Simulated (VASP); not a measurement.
The system is LiSe2.

```
CELL_PARAMETERS angstrom
3.73650 0.00000 0.00000
-1.86825 3.23590 0.00000
0.00000 0.00000 6.00376
ATOMIC_POSITIONS crystal
Li 0.00000 0.00000 0.50000
Se 0.33333 0.66667 0.75635
Se 0.66667 0.33333 0.24365
```

The cell was built by a generator and needn't be a form met in nature.

| Quantity | Value |
| --- | --- |
| Program | VASP 6.6.1 |
| Task | relaxation of cell and atoms |
| Functional | PBE |
| Dispersion | D3(BJ) |
| Potentials or basis | VASP PAW PBE potentials, release 64 (Li_sv, Se) |
| Cutoff | 600 eV |
| k mesh | 6 × 6 × 4 |
| Occupations | gaussian, width 0.1 eV |
| Spin | no spin polarisation |

At the start: pressure -6.6 GPa; volume 24.20 Å³/atom.

Problem. Where does the relaxation end?

Solution. Over 22 steps the energy falls by 419.8 meV/atom and the volume is 18.52 Å³/atom (-23.4 %); space group P-3m1 (No. 164, to 0.05 Å).

The path:
| step | energy change (eV) | largest force (eV/Å) | pressure (GPa) | volume (Å³) |
| --- | --- | --- | --- | --- |
| 1 | 0.0000 | 0.2175 | -6.62 | 72.59 |
| 2 | -0.3952 | 0.5716 | -4.29 | 62.57 |
| 3 | -0.5528 | 0.9053 | -0.25 | 55.51 |
| 4 | -0.5623 | 1.0319 | 1.93 | 53.11 |
| 5 | -0.7825 | 1.0258 | 4.85 | 50.16 |
| 6 | 0.4449 | 3.4903 | 36.50 | 40.81 |
| 7 | -0.8106 | 0.9144 | 7.73 | 48.48 |
| 8 | -0.7044 | 0.5790 | 17.25 | 44.71 |
| 9 | -0.8507 | 0.5700 | 10.23 | 47.18 |
| 10 | -1.0038 | 0.0465 | 8.13 | 48.56 |
| 11 | -1.0517 | 0.6375 | 6.97 | 49.74 |
| 12 | -1.1371 | 0.3842 | 3.50 | 51.93 |
| 13 | -1.1762 | 0.1092 | -0.76 | 55.64 |
| 14 | -1.1771 | 0.1380 | -0.26 | 55.14 |
| 15 | -1.1879 | 0.1680 | -0.29 | 55.23 |
| 16 | -1.2187 | 0.2331 | -0.37 | 55.46 |
| 17 | -1.2545 | 0.1739 | -0.35 | 55.80 |
| 18 | -1.2566 | 0.1058 | -0.27 | 55.89 |
| 19 | -1.2570 | 0.1302 | -0.31 | 55.87 |
| 20 | -1.2593 | 0.0250 | 0.12 | 55.40 |
| 21 | -1.2593 | 0.0168 | 0.15 | 55.37 |
| 22 | -1.2595 | 0.0087 | -0.07 | 55.57 |

Final structure:
```
CELL_PARAMETERS angstrom
3.93732 0.00000 0.00000
-1.96866 3.40982 0.00000
0.00000 0.00000 4.13914
ATOMIC_POSITIONS crystal
Li 0.00000 0.00000 0.50000
Se 0.33333 0.66667 0.76727
Se 0.66667 0.33333 0.23273
```

Caveat: the cutoff is under 1.25 times the usual one of these potentials, so pressure, stress and relaxed cells hold a basis-set (Pulay) error; the volume moved by over 15 % at a fixed basis, so the end points are rough; pairwise dispersion overbinds metals, which lowers pressure and volume.
